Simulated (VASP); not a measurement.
# Normal strain, stress and strain energy of cubic BN under biaxial (111) strain, LDA

The calculation gives the normal strain, in-plane stress and strain energy of cubic BN that is stretched or compressed in its (111) plane, with the normal direction left free of stress. Strains and energies are measured against the crystal relaxed with LDA.

The brief is a 20 nm (111) film that serves as a stress gauge: diffraction reads the spacing along the normal, and one elastic modulus converts the in-plane strain to stress. Three constraints are set. The normal spacing must change by at least 0.12 %. The force per width of film must stay at or below 250 N/m in magnitude. The stress must agree with a single linear modulus within 6 %. Either sign of strain is allowed, and among the rows that pass, the smallest force wins.

## Method

The start is a typed prototype cell. The crystal was relaxed with LDA. Equal strain is imposed in the (111) plane; the strain along the normal is adjusted until the normal stress vanishes, and the atoms are relaxed with LDA. VASP 6.6.1, plane waves with PAW, cutoff 600 eV, no spin polarisation, no spin-orbit coupling, k mesh 14×14×14, static lattice.

Notes on method and selection:

- Runs that did not converge, have known faults or may not be shown are not listed, and runs on Ansatz's PAW sets soft_1 and soft_2 are kept to separate tables.

Columns:

- strain (%): strain in the plane (tension positive).
- gap (eV): band gap on the k mesh at LDA.
- normal strain (%): strain along the normal.
- stress (GPa): in-plane stress, tension positive.
- strain energy (meV/atom): energy per atom above the relaxed crystal.

Input lines of one member:

```
PREC = Accurate
ENCUT = 600
EDIFF = 1E-07
NELM = 120
ISMEAR = 0
SIGMA = 0.02
LREAL = .FALSE.
ALGO = Normal
GGA = CA
NBANDS = 10
LASPH = .TRUE.
LORBIT = 11
KPAR = 2
IBRION = 1
NSW = 25
```

Command (options for logging and memory left out): `mpirun -np 2 vasp_std`

## Computed values

| member | strain (%) | gap (eV) | normal strain (%) | stress (GPa) | strain energy (meV/atom) |
| --- | --- | --- | --- | --- | --- |
| −2 % | −2.0 | 4.339 | 0.340 | −24.32 | 17.37 |
| −1.5 % | −1.5 | 4.354 | 0.254 | −17.84 | 9.769 |
| −1 % | −1.0 | 4.364 | 0.170 | −11.64 | 4.400 |
| −0.5 % | −0.5 | 4.372 | 0.086 | −5.70 | 1.168 |
| 0 % | 0.0 | 4.375 | 0.003 | −0.03 | 3.00×10⁻⁵ |
| +0.5 % | 0.5 | 4.343 | −0.080 | 5.39 | 0.8340 |
| +1 % | 1.0 | 4.310 | −0.161 | 10.57 | 3.580 |
| +1.5 % | 1.5 | 4.279 | −0.243 | 15.50 | 8.175 |
| +2 % | 2.0 | 4.250 | −0.324 | 20.20 | 14.54 |

Least-squares fits to the whole series, with x = strain (%); R² and errors in the fitted variable (y, or ln y where the fit is in ln y):

| y | members | fit | R² | rms residual | leave-one-out rms | the same for the mean of the others |
| --- | --- | --- | --- | --- | --- | --- |
| normal strain (%) | 9 | y = 0.005000 − 0.1658 x | 1.00 | 0.0019 | 0.0027 | 0.24 |
| stress (GPa) | 9 | y = −0.8744 + 11.12 x | 1.00 | 0.74 | 1.1 | 16 |

## Interpretation

Around zero strain the stress rises by (5.39 + 5.70) / 1.0 = 11.09 GPa per % of strain, which gives a biaxial modulus M = 11.09 × 100 = 1109 GPa. The normal contracts by r = (0.086 + 0.080) / 1.0 = 0.166 % per % of in-plane tension.

In a cubic crystal this deformation combines a volume change, resisted by the bulk modulus B, with a trigonal shear, resisted by C₄₄. Linear elasticity gives

r = 2(3B − 2C₄₄) / (3B + 4C₄₄) and M = 18 B C₄₄ / (3B + 4C₄₄).

The first relation yields C₄₄/B = 3(2 − r) / (4(1 + r)) = 3 × (2 − 0.166) / (4 × (1 + 0.166)) = 1.18. The second then yields B = 1109 × (3 + 4 × 1.18) / (18 × 1.18) = 403 GPa, and C₄₄ = 1.18 × 403 = 476 GPa. C₁₁ and C₁₂ enter only through C₁₁ + 2C₁₂ = 3B, so this strain does not fix them singly. The contraction is small because the directional sp³ bonds resist bending strongly. The shift of the boron and nitrogen sublattices along the normal relieves part of the shear, and this C₄₄ includes that relief.

The stress curve bends: bonds stiffen when shortened and soften when stretched. With x the strain in %, σ = −0.03 + 11.1x − 0.51x² (GPa) reproduces all nine rows within 0.07 GPa, with an rms miss of 0.03 GPa against about 16 GPa when each row is guessed from the mean of the others. The straight-line fit misses by 0.74 GPa rms despite its R² of 1.00. Its intercept of −0.8744 GPa comes from the curvature and is not a residual stress, since the unstrained row has only −0.03 GPa.

The strain energy is mainly quadratic. Averaged over both signs it is (4.400 + 3.580) / 2 = 3.99 meV/atom at 1 % and (17.37 + 14.54) / 2 = 15.96 meV/atom at 2 %, four times as much.

## Outliers

Largest departures from the fit to the whole series:

| member | normal strain (%) | fit | computed − fit | in rms residuals |
| --- | --- | --- | --- | --- |
| −2 % | 0.340 | 0.337 | +0.003 | 1.8 |
| +2 % | −0.324 | −0.327 | +0.003 | 1.4 |
| +0.5 % | −0.080 | −0.078 | −0.002 | 1.1 |
| 0 % | 0.003 | 0.005 | −0.002 | 1.1 |

The stress and normal strain follow smooth curves, but the small-strain energies are odd. Compression costs more than tension by a factor of 17.37 / 14.54 = 1.19 at 2 %, and by 1.168 / 0.8340 = 1.40 at 0.5 %. Anharmonic bonds alone would bring this factor towards one as the strain shrinks.

The energies therefore contain a small term linear in strain that the stresses do not show. A likely cause is the finite plane-wave basis. At fixed cutoff a larger cell receives more plane waves, whereas the stress is evaluated for a fixed set of waves. The stress then vanishes in a cell slightly smaller than the one of lowest energy. The sign fits, because stretching from such a cell costs less than compressing it. A series at higher cutoff would test this.

The average over both signs removes the linear term, so the quadratic coefficient can be trusted. The difference between tension and compression at 0.5 % should not be read as anharmonicity.

## Selection

The force per width is F = σt, with t = 20 nm = 20 × 10⁻⁹ m and 1 GPa = 10⁹ N/m², so each GPa contributes 20 N/m. Linearity is judged by the ratio of the computed stress to 11.09 GPa per % times the strain.

- **0 % and ±0.5 %:** rejected, since the normal spacing changes by at most 0.086 %.
- **+1 %:** spacing change 0.161 %, F = 10.57 × 20 = 211 N/m, stress ratio 10.57 / 11.09 = 0.95. It passes.
- **−1 %:** spacing change 0.170 %, F = 11.64 × 20 = 233 N/m in compression, stress ratio 11.64 / 11.09 = 1.05. It passes.
- **±1.5 %:** rejected, with 15.50 × 20 = 310 N/m in tension and 17.84 × 20 = 357 N/m in compression, and stresses about 7 % off the linear value.
- **±2 %:** rejected, with 20.20 × 20 = 404 N/m in tension and 24.32 × 20 = 486 N/m in compression.

LDA elastic moduli of stiff covalent crystals are typically good to roughly 5 %. If the stress were 5 % higher, the force would be 10.57 × 20 × 1.05 = 222 N/m for +1 % and 11.64 × 20 × 1.05 = 244 N/m for −1 %, so both stay within the limit. The error is largely common to the two rows and leaves their order unchanged.

The spacing is more delicate, because r depends on the difference 3B − 2C₄₄ = 3 × 403 − 2 × 476 = 257 GPa. If C₄₄ alone were 5 % higher, r would fall to 0.13 and the +1 % row would still pass, at about 0.13 %. If B were also 5 % lower, r would fall to about 0.09 and neither 1 % row would pass.

The pick is +1 %, for its smaller force, and the runner-up is −1 %. A real film could reverse this order. Tension near 10 GPa can open cracks at defects that a perfect crystal lacks, and cubic BN films usually grow under compressive stress. Either would favour −1 %.

## What to take away

Between −2 % and +2 %, the normal strain is linear in the imposed strain to within 0.003 percentage points. A constant modulus gives the stress within about 3 % at ±0.5 %, 5 % at ±1 % and 10 % at ±2 %; it overestimates tension and underestimates compression. One quadratic term removes nearly all of this error.

Lattice vibrations, absent from the static calculation, would soften the moduli by a few per cent and lower the force at a given strain by a similar share. The gap carries a larger error: LDA places it too low by roughly 2 eV, while the whole series spans 4.375 − 4.250 = 0.125 eV. The gap column therefore serves for shifts with strain, not for absolute values.

[Logs are printed without paths, hosts, clocks, repeated set-up lines and the standing remarks that a program may print on its own settings, such as how far it seeks lower states.]
